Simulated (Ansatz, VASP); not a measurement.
## InF: VASP beside Ansatz

Wanted: the spread between two codes on one cell, functional and k mesh. The cell is generated by rule, not measured, and may not be a known phase. The cell is taken from a series of runs on this material, whose earlier steps may have relaxed, scaled, displaced or heated it; both programs get it as it stands.

Main program and level: Ansatz 0.2.0; plane waves, with VASP 6.6.1 beside it; single point at LDA.

## 1. The structure

Symmetry: P6_3/mmc, No. 194, hexagonal system. Conventional cell: a = 3.608 Å, b = 3.608 Å, c = 5.772 Å, α = 90.00°, β = 90.00°, γ = 120.00°. In has 6 F at 2.53 Å nearest. Nearest to F lie 6 In at 2.53 Å. Farther neighbours and most contacts between anions are not listed.

## 2. Ansatz: single point, LDA, pair 1

Ansatz runs on its default PAW (the set named soft_2) files.

With cell and atoms fixed, the geometry can't cause a difference; cores, projectors, grids and the points listed under the comparison can.

Input file input.yaml:

```yaml
crystal:
  lattice:
    - [3.6078, 0.0, 0.0]
    - [-1.8039, 3.12445, 0.0]
    - [0.0, 0.0, 5.77248]
  atoms:
    - { symbol: In, position: [0.0, 0.0, 0.0] }
    - { symbol: In, position: [0.0, 0.0, 0.5] }
    - { symbol: F, position: [0.333333, 0.666667, 0.25] }
    - { symbol: F, position: [0.666667, 0.333333, 0.75] }
kpoints:
  mp_grid: { grid: [6, 6, 4] }
hamiltonian:
  xc: lda
scf:
  occupations: { method: gaussian, width: 0.1 }
output:
  forces: true
  stress: true
  eigenvalues: true
```

On the command line:

```bash
$ ansatz run input.yaml --threads 4 --pin off --max-ram 7168MiB --backend cpu --events-out ev --progress --plain --runs-dir out
```

Numbers of over 12 decimals in the logs are rounded to 6 here.

The program printed:

```text
Warning: the atoms were moved onto the symmetric positions of the space group found under crystal.symmetry.tolerance 1.0e-5 (fractional; no operation is sought that the atoms, as they stand in a round, miss by more than twice it, and no atom is moved by as much as it), and the run uses the moved positions. Before a round's move an operation carried an atom to 3.61e-6 Å from where it should land, the largest such dist [...]
Engine: ansatz 0.2.0, aarch64-unknown-linux-gnu
Pseudopotentials: kind: paw
Pseudopotential: In, paw, valence charge 13, recommended cutoff 420 eV (normal), In.paw.azcp
Pseudopotential: F, paw, valence charge 7, recommended cutoff 420 eV (normal), F.paw.azcp
Functional definition: SPW92
  exchange = slater_x
  correlation = pw_c
Crystal: 4 atoms, lattice volume = 65.070 Å³
Basis set: ecut = 420 eV, 1243 PW (Γ)
Bands: 24, of which v1, the nominal top of the filled ones, is band 20 counted from 1 (19 counted from 0)
Symmetry: 24 space group operations
Space group: P63/mmc (ITA 194), of the structure as read, at distance tolerance 4.0e-5 Å
k-points: 21 of 144
Non-local potential: In, projectors of the file, l = 0: 2, l = 1: 2, l = 2: 2, l = 3: 2
Non-local potential: F, projectors of the file, l = 0: 2, l = 1: 2, l = 2: 1
PAW form: soft (Blöchl's): semilocal exchange-correlation on the pseudo side does not see the compensation charge
PAW frozen core: In, regenerated for the run's functional, and the local potential with it (the file was generated under x = pbe(κ = 0.804, μ = 0.219515), c = pbe(β = 0.066725))
PAW frozen core: F, regenerated for the run's functional, and the local potential with it (the file was generated under x = pbe(κ = 0.804, μ = 0.219515), c = pbe(β = 0.066725))
PAW one-centre angular grid: In, 590 points (default); XC on 64 Gauss nodes
PAW one-centre angular grid: F, 110 points (default); XC on 64 Gauss nodes
Initial density: superposition of atomic densities (neutral atoms: chi_scale 0, normalization atom), corrected by the library's trained network
Initial wavefunctions: pseudopotential atomic-orbital guess
Functional: x = slater, c = lda
SCF iter   1: F=—  HF=-12501.551082 eV  |F-HF|=—  |Δ(HF+E_count)|=         —  Δρ=2.23e-2  dr2=2.33e-1  ethr=1.77e-3  ⟨swp⟩=5.9  Hψ=2175  notcnv=0
preconditioner: auto → LDOS  [insulator: Δε(μ)=0.174 eV  Ē_g=15.186 eV  σ=0.100 eV  W_gap=0.69  n_scr=22 (ndim 8)  ℏωp=29.1 eV  f_vac=0.024  D(μ)=0.95/eV (n_scr^D=2)  ε∞_Penn≈4.7  β→1.0]
SCF iter   2: F=—  HF=-12501.523662 eV  |F-HF|=—  |Δ(HF+E_count)|=   2.74e-2  Δρ=1.73e-2  dr2=1.01e-1  ethr=5.83e-4  ⟨swp⟩=2.0  Hψ=1177  notcnv=0
SCF iter   3: F=—  HF=-12501.488916 eV  |F-HF|=—  |Δ(HF+E_count)|=   3.47e-2  Δρ=2.53e-3  dr2=2.74e-3  ethr=2.53e-4  ⟨swp⟩=2.0  Hψ=1008  notcnv=0
SCF iter   4: F=—  HF=-12501.488342 eV  |F-HF|=—  |Δ(HF+E_count)|=   5.74e-4  Δρ=3.66e-4  dr2=8.85e-5  ethr=6.85e-6  ⟨swp⟩=3.0  Hψ=999  notcnv=0
SCF iter   5: F=—  HF=-12501.488302 eV  |F-HF|=—  |Δ(HF+E_count)|=   3.98e-5  Δρ=1.16e-4  dr2=4.66e-6  ethr=2.21e-7  ⟨swp⟩=2.0  Hψ=884  notcnv=0
SCF iter   6: F=—  HF=-12501.488302 eV  |F-HF|=—  |Δ(HF+E_count)|=   2.09e-7  Δρ=1.62e-5  dr2=1.32e-7  ethr=1.16e-8  ⟨swp⟩=3.0  Hψ=969  notcnv=0
SCF iter   7: F=-12501.488302 eV  HF=-12501.488302 eV  |F-HF|=1.07e-9  |Δ(HF+E_count)|=   7.19e-9  Δρ=3.59e-6  dr2=7.72e-9  ethr=2.50e-10  ⟨swp⟩=4.2  Hψ=1722  notcnv=0
SCF 1 converged in 7 iterations: F = -12501.488302 eV  dr2 = 7.72e-9
  greatest PAW one-centre occupation: 0.986 electrons in one spin orbital (limit 2), on the In atom at site 0 (counted from 0), in its partial waves of l = 2
SCF converged after 7 iterations
Free energy (F): -12501.488302 eV
Harris-Foulkes:  -12501.488302 eV  (|F-HF|=1.07e-9)
Internal energy: -12501.481379 eV  (E = F + TS)
E sigma→0 (E₀):  -12501.484840 eV
Entropy (-TS):   -0.006923 eV (-1.731 meV/atom)
Fermi energy:    9.574426 eV
--- Per-component energies (eV) ---
  E_band       = -81.843659
  E_kinetic    = 897.124187
  E_local      = -3138.902633  (includes V_loc(G=0)·N_el)
  E_nonlocal   = 890.359394
  E_hartree    = 1201.348200
  E_xc         = -587.802071
  E_vxc        = -409.395703  (∫ρ·V_xc dr)
  E_paw        = -8395.332513  (= ΣΔE_a)
  E_vpaw       = -723.727172  (= ΣTr[D̂ρ^β])
  E_aug_tail   = 0.004013  (compensation charges beyond the density's cutoff)
  E_ewald      = -3369.075532
  E_core_change = 0.795576  (= ΣΔE_core)
  E_smearing   = -0.006923  (= −TS)
  E_closure    = -0.000000  (closes the sum)
  Σ components = -12501.488302   (vs F -12501.488302, Δ=0.00e0)
--- Forces (eV/Å), atoms counted from 1 ---
  atom   1  In    -0.00000000    -0.00000000    -0.00000000
  atom   2  In    -0.00000000    -0.00000000     0.00000000
  atom   3  F      0.00000000     0.00000000     0.00000000
  atom   4  F      0.00000000    -0.00000000     0.00000000
  max |Σ_I F_I| component: 8.41e-30 eV/Å
--- Stress (GPa, compression-positive) ---
       10.474574      -0.000000       0.000000
       -0.000000      10.474574       0.000000
        0.000000       0.000000      14.217022
  P = ⅓ Tr σ = 11.7221 GPa (117.221 kbar)
--- Band table (eV; the first three rows and the last of 21) ---
  k-point 0: bands = [... 16 lower, 3.9278, 4.1957, 4.1957, 8.8335, 9.7016, 15.8392, 15.8392, 18.9731]
  k-point 1: bands = [... 16 lower, 4.1544, 4.1544, 4.7599, 7.4523, 11.5558, 16.1168, 16.1168, 17.3587]
  k-point 2: bands = [... 16 lower, 4.0493, 4.0493, 6.0200, 6.0200, 14.2689, 14.2689, 16.9194, 16.9194]
  k-point 20: bands = [... 16 lower, 4.1342, 4.1342, 8.6235, 8.6235, 11.7002, 11.7002, 12.8246, 12.8246]
```

The run ends at a pressure of 11.72 GPa.

## 3. VASP: single point, LDA, pair 1

The same cell, functional (in two slightly different forms), mesh and smearing now go to VASP, with its own data sets.

Lines of VASP's logs that name or quote its potential files are left out, and so is its time.

Input file INCAR:

```
SYSTEM = InF
PREC = Accurate
ENCUT = 600
EDIFF = 1E-06
NELM = 120
ISMEAR = 0
SIGMA = 0.1
LREAL = .FALSE.
ALGO = Normal
GGA = PW92
NBANDS = 26
LORBIT = 11
LWAVE = .FALSE.
LCHARG = .FALSE.
ISIF = 2
LASPH = .TRUE.
GGA_COMPAT = .FALSE.
KPAR = 2
```

Input file POSCAR:

```
InF
1.0
    3.6078000000      0.0000000000      0.0000000000
   -1.8039000000      3.1244500000      0.0000000000
    0.0000000000      0.0000000000      5.7724800000
In F
2 2
Direct
    0.0000000000      0.0000000000      0.0000000000
    0.0000000000      0.0000000000      0.5000000000
    0.3333333333      0.6666666667      0.2500000000
    0.6666666667      0.3333333333      0.7500000000
```

Input file KPOINTS:

```
Automatic mesh
0
Gamma
6 6 4
0 0 0
```

Potentials, in the order of the species: In_d and F (LDA family, release 64).

On the command line:

```bash
$ mpirun -np 2 vasp_std
```

The program printed:

```text
[banner, memory and clock lines left out]
running    2 mpi-ranks, on    1 nodes
 distrk:  each k-point on    1 cores,    2 groups
 distr:  one band on    1 cores,    1 groups

 POSCAR found type information on POSCAR InF
 POSCAR found :  2 types and       4 ions
|                                                                             |
|               ----> ADVICE to this user running VASP <----                  |
|                                                                             |
|     You enforced a specific xc type in the INCAR file but a different       |
|     [... a line on the potential file left out ...]
|     I HOPE YOU KNOW WHAT YOU ARE DOING!                                     |
|                                                                             |

 LDA part: xc-table for (Slater(with rela. corr.)+PW92), standard interpolation
 POSCAR, INCAR and KPOINTS ok, starting setup
 FFT: planning ... GRIDC
 FFT: planning ... GRID_SOFT
 FFT: planning ... GRID
 WAVECAR not read
 entering main loop
       N       E                     dE             d eps       ncg     rms          rms(c)
DAV:   1     0.474329968722E+03    0.47433E+03   -0.21729E+04  1108   0.234E+03
DAV:   2     0.479754817345E+02   -0.42635E+03   -0.41118E+03  1180   0.530E+02
DAV:   3    -0.150007599737E+02   -0.62976E+02   -0.61940E+02  1234   0.206E+02
DAV:   4    -0.179336101317E+02   -0.29329E+01   -0.29152E+01  1310   0.451E+01
DAV:   5    -0.180321783370E+02   -0.98568E-01   -0.98555E-01  1420   0.787E+00    0.819E+00
DAV:   6    -0.164598744806E+02    0.15723E+01   -0.70079E+00  1488   0.261E+01    0.657E+00
DAV:   7    -0.164136214305E+02    0.46253E-01   -0.65939E-01  1128   0.547E+00    0.173E+00
DAV:   8    -0.163871587500E+02    0.26463E-01   -0.73895E-02  1200   0.214E+00    0.688E-01
DAV:   9    -0.163771727562E+02    0.99860E-02   -0.13317E-02  1616   0.121E+00    0.179E-01
DAV:  10    -0.163770741804E+02    0.98576E-04   -0.29202E-03  1406   0.444E-01    0.131E-01
DAV:  11    -0.163771493765E+02   -0.75196E-04   -0.36989E-04  1354   0.139E-01    0.798E-02
DAV:  12    -0.163771125007E+02    0.36876E-04   -0.14886E-04  1530   0.919E-02    0.336E-02
DAV:  13    -0.163771133231E+02   -0.82237E-06   -0.98821E-06  1054   0.210E-02
   1 F= -.16377113E+02 E0= -.16373641E+02  d E =-.694440E-02
```

Parts of OUTCAR (step 3):

```text
ion  position               nearest neighbor table
   1  0.000  0.000  0.000-   3 2.53   4 2.53   4 2.53   3 2.53   4 2.53   3 2.53   2 2.89   2 2.89

  LATTYP: Found a hexagonal cell.
 ALAT       =     3.6078000000
 C/A-ratio  =     1.6000000000

 Subroutine GETGRP returns: Found 24 space group operations
 (whereof 12 operations were pure point group operations)

The static configuration has the point symmetry D_3d.
 The point group associated with its full space group is D_6h.

 Found     21 irreducible k-points:

   k-points           NKPTS =     21   k-points in BZ     NKDIM =     21   number of bands    NBANDS=     26

   dimension x,y,z NGX =    30 NGY =   30 NGZ =   48
   dimension x,y,z NGXF=    60 NGYF=   60 NGZF=   96

   ENCUT  =  600.0 eV  44.10 Ry    6.64 a.u.   7.21  7.21 11.53*2*pi/ulx,y,z

   NELECT =      40.0000    total number of electrons

 k-points in reciprocal lattice and weights: Automatic mesh
   0.00000000  0.00000000  0.00000000       0.007
   0.16666667  0.00000000  0.00000000       0.042
   0.33333333  0.00000000  0.00000000       0.042
   0.50000000 -0.00000000  0.00000000       0.021
   0.16666667  0.16666667  0.00000000       0.042
   0.33333333  0.16666667  0.00000000       0.083
   0.33333333  0.33333333  0.00000000       0.014
   0.00000000  0.00000000  0.25000000       0.014
   0.16666667  0.00000000  0.25000000       0.083
[...]
0.33333333  0.16666667  0.50000000       0.083
   0.33333333  0.33333333  0.50000000       0.014

 average (electrostatic) potential at core
       1 -93.8106       2 -93.8106       3 -73.5216       4 -73.5216

 E-fermi :   6.6670

 k-point     1 :       0.0000    0.0000    0.0000
  band No.  band energies     occupation
    ...
     16       0.9629      2.00000
     17       1.0007      2.00000
     18       1.2719      2.00000
     19       1.2719      2.00000
     20       5.9101      2.00000
     21       6.8022      0.05595
     22      12.9178      0.00000
     23      12.9178      0.00000
     24      16.0591      0.00000
     25      16.0591      0.00000
    ...

 k-point     2 :       0.1667    0.0000    0.0000
  band No.  band energies     occupation
    ...
     16       0.8315      2.00000
     17       1.0488      2.00000
     18       1.2749      2.00000
     19       2.2033      2.00000
     20       6.6431      1.26502
     21       6.7288      0.38231
     22      10.9761      0.00000
     23      12.8847      0.00000
     24      13.8196      0.00000
     25      14.9173      0.00000
    ...

 k-point     3 :       0.3333    0.0000    0.0000
  band No.  band energies     occupation
    ...
     16       0.5691      2.00000
     17       1.0510      2.00000
     18       1.2841      2.00000
     19       3.8831      2.00000
     20       6.5591      1.87297
     21       7.7054      0.00000
     22       8.7100      0.00000
     23      11.1070      0.00000
     24      12.7980      0.00000
     25      13.2508      0.00000
    ...

  Total        4.2420200      4.2420297      5.6492106      0.0000000     -0.0000000      0.0000000
  in kB      104.4491304    104.4493676    139.0976767      0.0000000     -0.0000000      0.0000000
  external PRESSURE =     115.9987249 kB  Pullay stress =       0.0000000 kB

  energy-cutoff  :      600.00
  volume of cell :       65.07
      direct lattice vectors                 reciprocal lattice vectors
     3.607800000  0.000000000  0.000000000     0.277177227  0.160028165  0.000000000
    -1.803900000  3.124450000  0.000000000     0.000000000  0.320056330  0.000000000
     0.000000000  0.000000000  5.772480000     0.000000000  0.000000000  0.173235767

 POSITION                                       TOTAL-FORCE (eV/Angst)
 -----------------------------------------------------------------------------------
      0.00000      0.00000      0.00000         0.000000      0.000000     -0.000000
      0.00000      0.00000      2.88624         0.000000      0.000000     -0.000000
     -0.00000      2.08297      1.44312         0.000000     -0.000000      0.000000
      1.80390      1.04148      4.32936        -0.000000      0.000000     -0.000000
 -----------------------------------------------------------------------------------
    total drift:                               -0.000000      0.000000     -0.000000

  FREE ENERGIE OF THE ION-ELECTRON SYSTEM (eV)
  ---------------------------------------------------
  free  energy   TOTEN  =       -16.3771133231 eV

  energy  without entropy=      -16.3701689217  energy(sigma->0) =      -16.37364112

 total charge
# of ion       s       p       d       tot
------------------------------------------
    1        1.157   0.315   9.878  11.350
    2        1.157   0.315   9.878  11.350
    3        1.751   4.278   0.000   6.029
    4        1.751   4.278   0.000   6.029
--------------------------------------------------
tot          5.815   9.187  19.756  34.758

[... 3 further parts left out ...]
```

The run ends at a pressure of 11.60 GPa.

## 4. Side by side

Known differences besides the potentials themselves: the cutoff is 420 eV in Ansatz and 600 eV in VASP; VASP's log shows a relativistic correction to its local exchange, Ansatz's none. Total energies have different zeros and are not compared.

Compared:

| quantity | Ansatz | VASP | difference |
| --- | --- | --- | --- |
| pressure (GPa) | 11.72 | 11.60 | +0.12 |

## 5. VASP: single point, LDA, pair 2

A single point gives forces, pressure and levels at one fixed geometry, so differences don't come from the geometry; what else differs is listed under the comparison. The cell compared in this pair holds 65.90 Å³, against 65.07 Å³ for the pair before.

INCAR, as its differences from that of step 3:

```diff
@@ -5,4 +5,4 @@
 NELM = 120
-ISMEAR = 0
-SIGMA = 0.1
+ISMEAR = 1
+SIGMA = 0.2
 LREAL = .FALSE.
```

Input file POSCAR:

```
InF
1.0
    3.1776817916      0.0000000000      0.0000000000
   -1.5888408958      2.7519531566      0.0000000000
    0.0000000000      0.0000000000      7.5354644677
In F
2 2
Direct
    0.0000000000      0.0000000000      0.9929733702
    0.0000000000      0.0000000000      0.4929733702
    0.3333333333      0.6666666667      0.2924658628
    0.6666666667      0.3333333333      0.7924658628
```

Input file KPOINTS:

```
Automatic mesh
0
Gamma
15 15 6
0 0 0
```

On the command line:

```bash
$ mpirun -np 2 vasp_std
```

The program printed:

```text
[banner, memory and clock lines left out]
running    2 mpi-ranks, on    1 nodes
[...]
[... a notice as in an earlier step ...]

 LDA part: xc-table for (Slater(with rela. corr.)+PW92), standard interpolation
 POSCAR, INCAR and KPOINTS ok, starting setup
[...]
entering main loop
       N       E                     dE             d eps       ncg     rms          rms(c)
DAV:   1     0.471557873668E+03    0.47156E+03   -0.21849E+04  5658   0.235E+03
DAV:   2     0.448469446160E+02   -0.42671E+03   -0.41121E+03  6026   0.529E+02
DAV:   3    -0.158962668471E+02   -0.60743E+02   -0.59792E+02  6360   0.204E+02
DAV:   4    -0.185271192788E+02   -0.26309E+01   -0.26212E+01  7028   0.437E+01
[...]
DAV:  12    -0.169838594520E+02    0.14208E-05   -0.70044E-05  8176   0.624E-02    0.301E-02
DAV:  13    -0.169838571827E+02    0.22693E-05   -0.12432E-05  8002   0.296E-02    0.110E-02
DAV:  14    -0.169838572617E+02   -0.79035E-07   -0.58088E-07  3036   0.627E-03
   1 F= -.16983857E+02 E0= -.16984020E+02  d E =0.487693E-03
```

OUTCAR, selected parts (step 5):

```text
  Total        1.2842100      1.2842100      2.5634842      0.0000000      0.0000000      0.0000000
  in kB       31.2237562     31.2237562     62.3275066      0.0000000      0.0000000      0.0000000
  external PRESSURE =      41.5916730 kB  Pullay stress =       0.0000000 kB

 POSITION                                       TOTAL-FORCE (eV/Angst)
 -----------------------------------------------------------------------------------
      0.00000      0.00000      7.48252        -0.000000     -0.000000      0.259660
      0.00000      0.00000      3.71478        -0.000000     -0.000000      0.259660
     -0.00000      1.83464      2.20387        -0.000000     -0.000000     -0.259660
      1.58884      0.91732      5.97160         0.000000      0.000000     -0.259660
 -----------------------------------------------------------------------------------
    total drift:                               -0.000000     -0.000000     -0.000547

  FREE ENERGIE OF THE ION-ELECTRON SYSTEM (eV)
  ---------------------------------------------------
  free  energy   TOTEN  =       -16.9838572617 eV

  energy  without entropy=      -16.9843449552  energy(sigma->0) =      -16.98401983

[... 3 further parts left out ...]
[key lines of the parts left out:]
E-fermi :   6.2199
```

The run ends at a pressure of 4.16 GPa, with forces up to 0.26 eV/Å.

## 6. Ansatz: single point, LDA, pair 2

The same cell, functional (in two slightly different forms), mesh and smearing now go to Ansatz, which takes its cutoff from its data sets.

The cell is taken from a series of runs on this material, whose earlier steps may have relaxed, scaled, displaced or heated it; both programs get it as it stands.

Input file input.yaml:

```yaml
crystal:
  lattice:
    - [3.1776817916, 0.0, 0.0]
    - [-1.5888408958, 2.7519531566, 0.0]
    - [0.0, 0.0, 7.5354644677]
  atoms:
    - { symbol: In, position: [0.0, 0.0, -0.0070266298] }
    - { symbol: In, position: [0.0, 0.0, 0.4929733702] }
    - { symbol: F, position: [0.3333333333, 0.6666666667, 0.2924658628] }
    - { symbol: F, position: [0.6666666667, 0.3333333333, 0.7924658628] }
kpoints:
  mp_grid: { grid: [15, 15, 6] }
hamiltonian:
  xc: lda
scf:
  occupations: { method: methfessel_paxton, width: 0.2 }
output:
  forces: true
  stress: true
  eigenvalues: true
```

On the command line:

```bash
$ ansatz run input.yaml --threads 4 --pin off --max-ram 7168MiB --backend cpu --events-out ev --progress --plain --runs-dir out
```

The program printed:

```text
[...]
Crystal: 4 atoms, lattice volume = 65.896 Å³
Basis set: ecut = 420 eV, 1321 PW (Γ)
Bands: 24, of which v1, the nominal top of the filled ones, is band 20 counted from 1 (19 counted from 0)
Symmetry: 12 space group operations
[...]
k-points: 108 of 1350 (time reversal used)
[...]
--- Band table (eV; the first three rows and the last of 108) ---
  k-point 0: bands = [... 16 lower, 4.2949, 4.3903, 4.3903, 7.0838, 9.6200, 14.4282, 17.7544, 20.0237]
  k-point 1: bands = [... 16 lower, 4.3015, 4.3848, 4.3848, 6.7480, 9.9975, 13.9237, 18.3459, 20.0763]
  k-point 2: bands = [... 16 lower, 4.3672, 4.3672, 4.4644, 6.0407, 10.8319, 12.9187, 19.6017, 20.2290]
  k-point 107: bands = [... 16 lower, 3.6921, 3.6921, 9.0816, 9.0816, 10.3427, 10.3427, 11.7290, 11.7290]
[key lines of the parts left out:]
SCF converged after 8 iterations
Free energy (F): -12502.091218 eV
Fermi energy:    9.080584 eV
P = ⅓ Tr σ = 4.2393 GPa (42.393 kbar)
```

The run ends at a pressure of 4.24 GPa, with forces up to 0.23 eV/Å.

(Continued in part 2 of 2.)

[Lines on the potential files, build, host, timing and source positions are cut from VASP's logs without a mark.]

[Logs are printed without paths, hosts, clocks, repeated set-up lines and the standing remarks that a program may print on its own settings, such as how far it seeks lower states.]

[Hosts, paths, dates, database ids (printed as entryN), source tags and the programs' standing remarks are cut or masked in the printed files.]
